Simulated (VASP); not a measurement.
Data:

```
CELL_PARAMETERS angstrom
      5.08717     0.00000     0.00000
     -2.54358     4.40562     0.00000
      0.00000     0.00000     5.56920
ATOMIC_POSITIONS crystal
  Si 0.00000 0.50000 0.33333
  Si 0.50000 0.00000 0.00000
  Si 0.50000 0.50000 0.66667
  O  0.58355 0.79178 0.83333
  O  0.79178 0.58355 0.50000
  O  0.20822 0.79178 0.16667
  O  0.41645 0.20822 0.83333
  O  0.20822 0.41645 0.50000
  O  0.79178 0.20822 0.16667
```

Computed with PBEsol GGA, VASP's PBE PAW potentials (set 64) (plane waves; VASP). Run with 520 eV cut-off, Gaussian smearing of 0.050 eV, potentials Si O.

Estimate the band gap (along the path) with the smallest direct gap where there is one.

| Item | Value |
|---|---|
| band gap (along the path) | 5.52 eV |
| smallest direct gap (along the path) | 5.72 eV |

The structure comes from a computed database's SiO2 entry (P6_422); how it stands against other phases isn't given here. It was relaxed first.
